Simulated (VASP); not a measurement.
Data:

```
PbF2
1.0
    0.00000     2.99706     2.99706
    2.99706     0.00000     2.99706
    2.99706     2.99706     0.00000
Pb F
1 2
Direct
  0.00000   0.00000   0.00000
  0.25000   0.25000   0.25000
  0.75000   0.75000   0.75000
```

These are PBE GGA, VASP's PBE PAW potentials (set 64) (plane waves; VASP) values and carry that method's errors. Run with 520 eV cut-off, Gaussian smearing of 0.050 eV, potentials Pb_d F.

Unless said otherwise, spin-orbit coupling is left out, though it shifts the bands of the heavy elements here.

**Question.** Give the energies of bands 8 to 17 at the high-symmetry points, in eV from the valence-band maximum.

**Answer.** 
| band | Γ | X | U | L | W |
|---|---|---|---|---|---|
| 8 | -4.64 | -6.22 | -6.15 | -5.76 | -6.18 |
| 9 | -2.26 | -3.28 | -3.22 | -2.77 | -3.44 |
| 10 | -2.26 | -3.28 | -3.05 | -2.44 | -2.44 |
| 11 | -2.26 | -1.37 | -1.86 | -2.44 | -2.44 |
| 12 | -1.77 | -1.37 | -1.52 | -1.94 | -1.43 |
| 13 | -1.77 | -1.37 | -1.38 | -1.94 | -1.32 |
| 14 | -1.77 | -0.14 | -0.03 | -0.01 | 0.00 |
| 15 | 6.74 | 4.42 | 5.29 | 5.03 | 6.00 |
| 16 | 6.74 | 7.78 | 6.62 | 7.56 | 6.00 |
| 17 | 6.74 | 7.78 | 7.76 | 7.56 | 7.43 |

The gap is indirect, 4.42 eV, from the valence maximum at W to the conduction minimum at X.

The compound is PbF2 in the fluorite structure, the β form. It was relaxed first.
